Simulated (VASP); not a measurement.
Input for VASP

**POSCAR**
```
Mg2Sn
1.0
  0.0000000000   2.9053221186   2.9053221186
  2.9053221186   0.0000000000   2.9053221186
  2.9053221186   2.9053221186   0.0000000000
Mg Sn
2 1
Cartesian
  1.4526610593   1.4526610593   1.4526610593
  4.3579831779   4.3579831779   4.3579831779
  5.8106442372   2.9053221186   2.9053221186
```

File KPOINTS:
```
Automatic mesh
0
Gamma
9 9 9
0 0 0
```

INCAR:
```
ALGO=Normal
EDIFF=1E-6
EDIFFG=-0.02
ENCUT=500
IBRION=2
ISIF=3
ISMEAR=1
LASPH=.TRUE.
LCHARG=.FALSE.
LMAXMIX=4
LREAL=.FALSE.
LWAVE=.FALSE.
NELM=100
NSW=40
PREC=Accurate
PSTRESS=450
SIGMA=0.1
SYSTEM=Mg2Sn
```

POTCAR, in this order: Mg Sn_d (LDA.64 set). Program: vasp_std.

Problem. Translate this LDA calculation to Ansatz.

Solution. One equivalent input (not run):
Ansatz 0.2 input:
```yaml
crystal:
  lattice:
    - [0.0000000, 2.9053221, 2.9053221]
    - [2.9053221, 0.0000000, 2.9053221]
    - [2.9053221, 2.9053221, 0.0000000]
  atoms:
    - { symbol: Mg, position: [0.2500000, 0.2500000, 0.2500000] }
    - { symbol: Mg, position: [0.7500000, 0.7500000, 0.7500000] }
    - { symbol: Sn, position: [0.0000000, 1.0000000, 1.0000000] }
kpoints:
  mp_grid: { grid: [9, 9, 9] }
hamiltonian:
  xc: lda
  pseudopotentials: { kind: paw }
scf:
  occupations: { method: methfessel_paxton, width: 0.1 }
  max_iter: 100
relax:
  max_steps: 40
  f_tol: 0.02
  cell: { p_target: 45 }
output: { forces: true, stress: true, eigenvalues: true }
```
What does not carry over: each code has its own PAW files, so the cut-off isn't converted (ENCUT is set for VASP's; basis.ecutwfc is left out, and Ansatz then takes the one that its files recommend); Ansatz stops its SCF on the density residual and VASP on the energy change (EDIFF); Ansatz's lda is the Perdew-Wang form, while the LDA potentials of VASP carry Perdew-Zunger's.

The compound is Mg2Sn in the antifluorite structure. It was relaxed first under an external pressure of 45 GPa.
